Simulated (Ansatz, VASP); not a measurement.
## Cross-check of W (dimer W chain) between VASP and Ansatz

One calculation is typed for both programs; each brings its own data sets. How far apart do they land? The cell is taken from a series of runs on this material, whose earlier steps may have relaxed, scaled, displaced or heated it; both programs get it as it stands. Other levels of theory on this material are compared in a session of their own.

Program: Ansatz 0.2.0. Level of theory: plane waves, with VASP 6.6.1 beside it; single point at r2SCAN and single point at PBE, spin-orbit coupling. Results are calculated unless marked as measured.

**1. Set-up**

The cell holds 2 atoms: 2 W. Its edges and angles: a = 7.500 Å, b = 7.500 Å, c = 4.804 Å, α = 90.0°, β = 90.0°, γ = 90.0°. Vacuum lies along a and b. The structure's axis is c.

**2. Ansatz: single point, r2SCAN**

Ansatz runs on its default PAW (the set named soft_2) files.

A single point gives forces, pressure and levels at one fixed geometry, so differences don't come from the geometry; what else differs is listed under the comparison.

Input file input.yaml:

```yaml
crystal:
  lattice:
    - [7.5, 0.0, 0.0]
    - [0.0, 7.5, 0.0]
    - [0.0, 0.0, 4.8041789219]
  atoms:
    - { symbol: W, position: [0.5, 0.5, 0.92998016] }
    - { symbol: W, position: [0.5, 0.5, 0.52001984] }
kpoints:
  mp_grid: { grid: [1, 1, 17] }
  band_path: { path: ["Γ", Z], npoints: 60 }
scf:
  occupations: { method: fermi_dirac, width: 0.05 }
hamiltonian:
  xc: r2scan
output:
  transmission:
    e_range: [-0.7, 0.7]
    de: 0.035
    kmesh: [1, 1]
    reduced_basis: true
    leads: [[0, 0]]
  dos: { projected: true, e_range: [-6, 4] }
```

The run is started by

```bash
$ ansatz run input.yaml --threads 4 --pin off --max-ram 8192MiB --backend cpu --events-out ev --progress --plain --runs-dir out
```

Numbers of over 12 decimals in the logs are rounded to 6 here.

The log of the run:

```text
Engine: ansatz 0.2.0, aarch64-unknown-linux-gnu
Pseudopotentials: kind: paw
Pseudopotential: W, paw, valence charge 14, recommended cutoff 500 eV (meta_gga), W.paw.azcp
Functional definition: r2SCAN
  parameter k0 = 0.174
  parameter k1 = 0.065
  parameter a1 = 4.9479
  exchange = r2scan_x(k0 = k0, k1 = k1, a1 = a1)
  correlation = r2scan_c
Crystal: 2 atoms, lattice volume = 270.235 Å³
Basis set: ecut = 500 eV, 6849 PW (Γ), exchange–correlation on 240×240×144 points (64 copies of the dense FFT grid, shifted against one another)
Bands: 18, of which v1, the nominal top of the filled ones, is band 14 counted from 1 (13 counted from 0)
Symmetry: 16 space group operations
Space group: P4/mmm (ITA 123), of the structure as read, at distance tolerance 6.5e-5 Å
k-points: 9 of 17
Non-local potential: W, projectors of the file, l = 0: 3, l = 1: 2, l = 2: 2, l = 3: 1
PAW form: soft (Blöchl's): semilocal exchange-correlation on the pseudo side does not see the compensation charge
PAW frozen core: W, regenerated for the run's functional (the file was generated under x = pbe(κ = 0.804, μ = 0.219515), c = pbe(β = 0.066725))
PAW one-centre angular grid: W, 590 points (default); XC on 160 Gauss nodes
Initial density: superposition of atomic densities (neutral atoms: chi_scale 0, normalization atom), corrected by the library's trained network
Initial wavefunctions: pseudopotential atomic-orbital guess
Functional: x = r2scan, c = r2scan; τ floored in thin density (d = 2e-4 eV/Å³)
SCF iter   1: F=—  HF=-20783.137541 eV  |F-HF|=—  |Δ(HF+E_count)|=         —  Δρ=1.72e-2  dr2=7.26e-1  dr2_τ=1.56e-1  ethr=1.77e-3  ⟨swp⟩=6.8  Hψ=825  notcnv=0
preconditioner: auto → Resta (q_TF=auto, 1.870 Å⁻¹)  ε∞=5.4  [insulator: Δε(μ)=1.151 eV  Ē_g=3.731 eV  σ=0.050 eV  W_gap=1.00  n_scr=30 (ndim 8)  ℏωp=7.8 eV  f_vac=0.627  D(μ)=0.00/eV (n_scr^D=0)  ε∞_Penn≈5.4  vacuum switching on, ρ_ref=1.0e-3 e/Å³]
SCF iter   2: F=—  HF=-20783.057801 eV  |F-HF|=—  |Δ(HF+E_count)|=   7.97e-2  Δρ=8.62e-3  dr2=1.57e-1  dr2_τ=7.54e-3  ethr=1.77e-3  ⟨swp⟩=2.0  Hψ=314  notcnv=0
SCF iter   3: F=—  HF=-20783.106158 eV  |F-HF|=—  |Δ(HF+E_count)|=   4.84e-2  Δρ=1.53e-3  dr2=9.92e-3  dr2_τ=1.22e-3  ethr=5.60e-4  ⟨swp⟩=2.4  Hψ=277  notcnv=0
SCF iter   4: F=—  HF=-20783.125673 eV  |F-HF|=—  |Δ(HF+E_count)|=   1.95e-2  Δρ=5.09e-4  dr2=1.40e-3  dr2_τ=1.10e-4  ethr=3.54e-5  ⟨swp⟩=2.2  Hψ=296  notcnv=0
SCF iter   5: F=—  HF=-20783.128858 eV  |F-HF|=—  |Δ(HF+E_count)|=   3.18e-3  Δρ=1.49e-4  dr2=1.27e-4  dr2_τ=2.00e-5  ethr=5.01e-6  ⟨swp⟩=2.0  Hψ=231  notcnv=0
SCF iter   6: F=—  HF=-20783.129213 eV  |F-HF|=—  |Δ(HF+E_count)|=   3.55e-4  Δρ=4.90e-5  dr2=2.41e-5  dr2_τ=2.09e-6  ethr=4.54e-7  ⟨swp⟩=3.0  Hψ=311  notcnv=0
SCF iter   7: F=—  HF=-20783.129387 eV  |F-HF|=—  |Δ(HF+E_count)|=   1.74e-4  Δρ=1.38e-5  dr2=1.81e-6  dr2_τ=2.99e-8  ethr=8.59e-8  ⟨swp⟩=2.0  Hψ=216  notcnv=0
SCF iter   8: F=—  HF=-20783.129392 eV  |F-HF|=—  |Δ(HF+E_count)|=   4.51e-6  Δρ=4.04e-6  dr2=1.06e-7  dr2_τ=1.41e-9  ethr=6.48e-9  ⟨swp⟩=2.0  Hψ=217  notcnv=0
SCF iter   9: F=-20783.129392 eV  HF=-20783.129392 eV  |F-HF|=2.93e-8  |Δ(HF+E_count)|=   3.04e-7  Δρ=9.08e-7  dr2=5.63e-9  dr2_τ=1.09e-10  ethr=3.57e-10  ⟨swp⟩=4.6  Hψ=526  notcnv=0
SCF 1 converged in 9 iterations: F = -20783.129392 eV  dr2 = 5.63e-9
  greatest PAW one-centre occupation: 0.999 electrons in one spin orbital (limit 2), on the W atom at site 1 (counted from 0), in its partial waves of l = 0
NSCF: frozen V_eff on 61 k-points
transmission: 7 of 42 steps passed
transmission: 14 of 42 steps passed
[...]
transmission: 42 of 42 steps passed
Second SCF, for the conductance: iteration 1, dr2 1.858e-8 eV
Second SCF, for the conductance: iteration 2, dr2 5.076e-9 eV
Second SCF, for the conductance: iteration 3, dr2 1.233e-9 eV
transmission: 7 of 42 steps passed
transmission: 14 of 42 steps passed
[...]
transmission: 42 of 42 steps passed
SCF converged after 9 iterations
Free energy (F): -20783.129392 eV
Harris-Foulkes:  -20783.129392 eV  (|F-HF|=2.93e-8)
Internal energy: -20783.129357 eV  (E = F + TS)
E sigma→0 (E₀):  -20783.129375 eV
Entropy (-TS):   -0.000035 eV (-0.018 meV/atom)
Fermi energy:    -0.917083 eV
--- Per-component energies (eV) ---
  E_band       = -826.102769
  E_kinetic    = 901.102061
  E_local      = -5862.168834  (includes V_loc(G=0)·N_el)
  E_nonlocal   = 17.513022
  E_hartree    = 2434.846463
  E_xc         = -488.163065
  E_vxc        = -507.998478  (∫ρ·V_xc dr)
  E_paw        = -17191.295604  (= ΣΔE_a)
  E_vpaw       = -272.440979  (= ΣTr[D̂ρ^β])
  E_aug_tail   = -0.000102  (compensation charges beyond the density's cutoff)
  E_vtau       = 28.194407  (kinetic-family band-sum trace: ∫τ·v_τ [+ j·A + Jᵃ·Aᵃ] dr)
  E_ewald      = -593.787401
  E_core_change = -1.175898  (= ΣΔE_core)
  E_smearing   = -0.000035  (= −TS)
  E_closure    = 0.000000  (closes the sum)
  Σ components = -20783.129392   (vs F -20783.129392, Δ=0.00e0)
--- Band table (eV; the first three rows and the last of 9) ---
  k-point 0: bands = [... 10 lower, -4.5936, -3.5717, -1.8261, -1.7976, 0.9894, 0.9894, 1.0866, 1.0881]
  k-point 1: bands = [... 10 lower, -4.5661, -3.5564, -1.8154, -1.7872, 0.9756, 0.9756, 1.0659, 1.0664]
  k-point 2: bands = [... 10 lower, -4.4850, -3.5113, -1.7841, -1.7568, 0.9295, 0.9295, 1.0040, 1.0060]
  k-point 8: bands = [... 10 lower, -2.9787, -2.2095, -1.4313, -1.4170, -0.4700, -0.0929, -0.0929, 0.3926]
--- Transmission ---
  basis      : 593 plane waves across, 7 finite elements along
  points     : 1, standing for a mesh of 1 x 1
  filling    : by a second SCF (3 iterations) under fermi_dirac of width 0.025852 eV on a mesh of 1 x 1 x 27, whose Fermi level is -0.935989 eV
  energies   : 41 from -0.700000 to 0.700000 eV about the Fermi level, 0.035000 eV apart; the leads are filled to 0.000000 eV, and channels, transmission and decay are at 0.000000 eV
  crystal 0  : W2, at the sites [0, 0], period 4.8042 Å: whole cells are its period
    offset         : up to 0.0000 Å between an atom of the period and one for which it stands
    filled         : 0.2 meV over the level at which it is neutral
    channels       : 0.000000e0 a spin
    conductance    : 7.1171e6 S/m² at 300 K; may be off by some 0.4 % by where its bands' edges are placed, 0.3 % from the distance to neutral
    slowest decay  : 0.1068 /Å at (0.0000, 0.0000)
```

Reading the cycles: dr2 is the Hartree energy of the density residual (eV), the measure of convergence; HF is the Harris–Foulkes estimate of the energy, which meets the free energy F at convergence.

**3. VASP: single point, r2SCAN**

The same cell, functional, mesh and smearing now go to VASP, with its own data sets.

Lines of VASP's logs that name or quote its potential files are left out, and so is its time.

Input file INCAR:

```
SYSTEM = W
PREC = Accurate
ENCUT = 580
EDIFF = 1E-06
NELM = 120
ISMEAR = -1
SIGMA = 0.05
LREAL = .FALSE.
ALGO = Normal
METAGGA = R2SCAN
LASPH = .TRUE.
NBANDS = 12
LORBIT = 11
LWAVE = .FALSE.
LCHARG = .FALSE.
ISIF = 2
GGA_COMPAT = .FALSE.
EFERMI = MIDGAP
LMIXTAU = .TRUE.
KPAR = 2
```

Input file POSCAR:

```
W
1.0
    7.5000000000      0.0000000000      0.0000000000
    0.0000000000      7.5000000000      0.0000000000
    0.0000000000      0.0000000000      4.8041789219
W
2
Direct
    0.5000000000      0.5000000000      0.9299801600
    0.5000000000      0.5000000000      0.5200198400
```

Input file KPOINTS:

```
Automatic mesh
0
Gamma
1 1 17
0 0 0
```

Potentials, in the order of the species: W (PBE family, release 64).

The run is started by

```bash
$ mpirun -np 2 vasp_std
```

The log of the run:

```text
[banner, memory and clock lines left out]
running    2 mpi-ranks, on    1 nodes
 distrk:  each k-point on    1 cores,    2 groups
 distr:  one band on    1 cores,    1 groups

 POSCAR found type information on POSCAR W
 POSCAR found :  1 types and       2 ions
|                                                                             |
|               ----> ADVICE to this user running VASP <----                  |
|                                                                             |
|     You enforced a specific xc type in the INCAR file but a different       |
|     [... a line on the potential file left out ...]
|     I HOPE YOU KNOW WHAT YOU ARE DOING!                                     |
|                                                                             |

 LDA part: xc-table for (None), standard interpolation
 POSCAR, INCAR and KPOINTS ok, starting setup
 FFT: planning ... GRIDC
 FFT: planning ... GRID_SOFT
 FFT: planning ... GRID
 WAVECAR not read
 entering main loop
       N       E                     dE             d eps       ncg     rms          rms(c)
DAV:   1    -0.221886715676E+02   -0.22189E+02   -0.34203E+03   216   0.712E+02
DAV:   2    -0.839693498482E+02   -0.61781E+02   -0.58492E+02   396   0.974E+01
DAV:   3    -0.940150688713E+02   -0.10046E+02   -0.97688E+01   288   0.542E+01
DAV:   4    -0.943218731605E+02   -0.30680E+00   -0.30150E+00   300   0.102E+01
DAV:   5    -0.943306121497E+02   -0.87390E-02   -0.87319E-02   292   0.166E+00    0.114E+01
DAV:   6    -0.942035173973E+02    0.12709E+00   -0.35576E+00   272   0.851E+00    0.840E+00
DAV:   7    -0.914372422669E+02    0.27663E+01   -0.16045E+00   240   0.691E+00    0.146E+00
DAV:   8    -0.923071363277E+02   -0.86989E+00   -0.12282E+00   228   0.548E+00    0.123E+00
DAV:   9    -0.924360153542E+02   -0.12888E+00   -0.98183E-02   272   0.185E+00    0.720E-01
DAV:  10    -0.923400522945E+02    0.95963E-01   -0.54737E-02   224   0.141E+00    0.243E-01
DAV:  11    -0.924461217149E+02   -0.10607E+00   -0.40605E-02   224   0.137E+00    0.995E-02
DAV:  12    -0.925240565440E+02   -0.77935E-01   -0.38829E-02   220   0.112E+00    0.132E-01
DAV:  13    -0.924464336690E+02    0.77623E-01   -0.22252E-02   244   0.103E+00    0.132E-01
DAV:  14    -0.924338847916E+02    0.12549E-01   -0.14516E-02   232   0.113E+00    0.743E-02
[...]
DAV:  25    -0.924570385566E+02    0.95399E-05   -0.30859E-05   224   0.738E-02    0.297E-03
DAV:  26    -0.924571557841E+02   -0.11723E-03   -0.49106E-05   216   0.744E-02    0.229E-03
DAV:  27    -0.924571235128E+02    0.32271E-04   -0.19941E-05   248   0.516E-02    0.168E-03
DAV:  28    -0.924571144851E+02    0.90277E-05   -0.54993E-07   248   0.754E-03    0.182E-03
DAV:  29    -0.924571180552E+02   -0.35701E-05   -0.52732E-07   224   0.905E-03    0.164E-03
DAV:  30    -0.924571572025E+02   -0.39147E-04   -0.18648E-05   216   0.501E-02    0.741E-04
DAV:  31    -0.924571588746E+02   -0.16721E-05   -0.49840E-07   248   0.851E-03    0.669E-04
DAV:  32    -0.924571589883E+02   -0.11369E-06   -0.11810E-07   160   0.363E-03
   1 F= -.92457159E+02 E0= -.92457045E+02  d E =-.227805E-03
```

From OUTCAR (step 3):

```text
ion  position               nearest neighbor table
   1  0.500  0.500  0.930-   2 1.97   2 2.83
   2  0.500  0.500  0.520-   1 1.97   1 2.83

  LATTYP: Found a simple tetragonal cell.
 ALAT       =     7.5000000000
 C/A-ratio  =     0.6405571896

 Subroutine GETGRP returns: Found 16 space group operations
 (whereof  8 operations were pure point group operations)

The static configuration has the point symmetry C_4v.
 The point group associated with its full space group is D_4h.

 Found      9 irreducible k-points:

   k-points           NKPTS =      9   k-points in BZ     NKDIM =      9   number of bands    NBANDS=     12

   dimension x,y,z NGX =    60 NGY =   60 NGZ =   40
   dimension x,y,z NGXF=   120 NGYF=  120 NGZF=   80

   ENCUT  =  580.0 eV  42.63 Ry    6.53 a.u.  14.73 14.73  9.43*2*pi/ulx,y,z

   NELECT =      12.0000    total number of electrons

 k-points in reciprocal lattice and weights: Automatic mesh
   0.00000000  0.00000000  0.00000000       0.059
   0.00000000  0.00000000  0.05882353       0.118
   0.00000000  0.00000000  0.11764706       0.118
   0.00000000  0.00000000  0.17647059       0.118
   0.00000000  0.00000000  0.23529412       0.118
   0.00000000  0.00000000  0.29411765       0.118
   0.00000000  0.00000000  0.35294118       0.118
   0.00000000  0.00000000  0.41176471       0.118
   0.00000000  0.00000000  0.47058824       0.118

 average (electrostatic) potential at core
       1 -53.3834       2 -53.3834

 E-fermi :  -2.7399

 k-point     1 :       0.0000    0.0000    0.0000
  band No.  band energies     occupation
    ...
      2      -6.3550      2.00000
      3      -6.3550      2.00000
      4      -5.2857      2.00000
      5      -3.5473      2.00000
      6      -3.5183      2.00000
      7      -0.7584      0.00000
      8      -0.7584      0.00000
      9      -0.6308      0.00000
     10      -0.6292      0.00000
     11      -0.2839      0.00000
    ...

 k-point     2 :       0.0000    0.0000    0.0588
  band No.  band energies     occupation
    ...
      2      -6.3278      2.00000
      3      -6.3278      2.00000
      4      -5.2703      2.00000
      5      -3.5365      2.00000
      6      -3.5078      2.00000
      7      -0.7724      0.00000
      8      -0.7724      0.00000
      9      -0.6515      0.00000
     10      -0.6508      0.00000
     11      -0.3639      0.00000
    ...

 k-point     3 :       0.0000    0.0000    0.1176
  band No.  band energies     occupation
    ...
      2      -6.2475      2.00000
      3      -6.2475      2.00000
      4      -5.2247      2.00000
      5      -3.5050      2.00000
      6      -3.4772      2.00000
      7      -0.8187      0.00000
      8      -0.8187      0.00000
      9      -0.7133      0.00000
     10      -0.7114      0.00000
     11      -0.5791      0.00000
    ...

  Total       -0.4333756     -0.4333756    -13.3586201      0.0000000      0.0000000     -0.0000000
  in kB       -2.5694097     -2.5694097    -79.2009666      0.0000000      0.0000000     -0.0000000
  external PRESSURE =     -28.1132620 kB  Pullay stress =       0.0000000 kB

  energy-cutoff  :      580.00
  volume of cell :      270.24
      direct lattice vectors                 reciprocal lattice vectors
     7.500000000  0.000000000  0.000000000     0.133333333  0.000000000  0.000000000
     0.000000000  7.500000000  0.000000000     0.000000000  0.133333333  0.000000000
     0.000000000  0.000000000  4.804178922     0.000000000  0.000000000  0.208152114

 POSITION                                       TOTAL-FORCE (eV/Angst)
 -----------------------------------------------------------------------------------
      3.75000      3.75000      4.46779         0.000000     -0.000000     -6.700686
      3.75000      3.75000      2.49827         0.000000      0.000000      6.700686
 -----------------------------------------------------------------------------------
    total drift:                                0.000000      0.000000     -0.000000

  FREE ENERGIE OF THE ION-ELECTRON SYSTEM (eV)
  ---------------------------------------------------
  free  energy   TOTEN  =       -92.4571589883 eV

  energy  without entropy=      -92.4569311837  energy(sigma->0) =      -92.45704509

 total charge
# of ion       s       p       d       tot
------------------------------------------
    1        0.545   0.153   4.597   5.294
    2        0.545   0.153   4.597   5.294
--------------------------------------------------
tot          1.089   0.305   9.194  10.589

[... 3 further parts left out ...]
```

**4. Side by side**

Known differences besides the potentials themselves: VASP keeps PBE cores, Ansatz makes them for the functional; the data sets hold 28 valence electrons in Ansatz (on its default PAW (the set named soft_2) files) and 12 in VASP; the cutoff is 500 eV in Ansatz and 580 eV in VASP. Total energies have different zeros and are not compared.

The two programs side by side:

```
              quantity  Ansatz   VASP  difference
gap on the k mesh (eV)   0.947  0.735      +0.212
```

A gap on the mesh is an upper bound, since the band edges may lie between its points; neither run holds spin-orbit coupling, which can move the band edges of a compound of W.

(Continued in part 2 of 2.)

[Lines on the potential files, build, host, timing and source positions are cut from VASP's logs without a mark.]

[Logs are printed without paths, hosts, clocks, repeated set-up lines and the standing remarks that a program may print on its own settings, such as how far it seeks lower states.]

[Hosts, paths, dates, database ids (printed as entryN), source tags and the programs' standing remarks are cut or masked in the printed files.]
